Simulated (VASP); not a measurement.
Data:

```xyz
3
Lattice="2.0894 -3.6189 0.0000 2.0894 3.6189 0.0000 0.0000 0.0000 5.0172" Properties=species:S:1:pos:R:3 pbc="T T T"
Se     0.4898     0.8484     3.3448
Se     3.1992     0.0000     0.0000
Se     0.4898    -0.8484     1.6724
```

These are AM05 GGA, VASP's PBE PAW potentials (set 64) (plane waves; VASP) values and carry that method's errors. Numerical set-up: 520 eV cut-off, 6×6×5 Γ-centred mesh, Gaussian smearing of 0.050 eV, potentials Se.

Without a dispersion term in the relaxation, distances and binding between the weakly bound layers, chains or molecules are unreliable, and so is what depends on them.

Q: The ions and cell shape at fixed volume are relaxed. What does this cell relax into?

A: 
```xyz
3
Lattice="2.0796 -3.6020 0.0000 2.0796 3.6020 0.0000 0.0000 0.0000 5.0646" Properties=species:S:1:pos:R:3 pbc="T T T"
Se     2.5773    -2.7400     3.3764
Se     3.1639     0.0000     0.0000
Se     2.5773     2.7400     1.6882
```
Space group P3_121 (152), at a tolerance of 0.03 Å.

Q: How much energy does the relaxation gain?

A: The energy (σ→0) changes by -3.5 meV/atom, in 6 ionic steps.

The compound is Se in the trig structure. This cell is one point of a volume scan, at 0.97 of the reference volume. Symmetry was kept, so distortions that lower it aren't found.
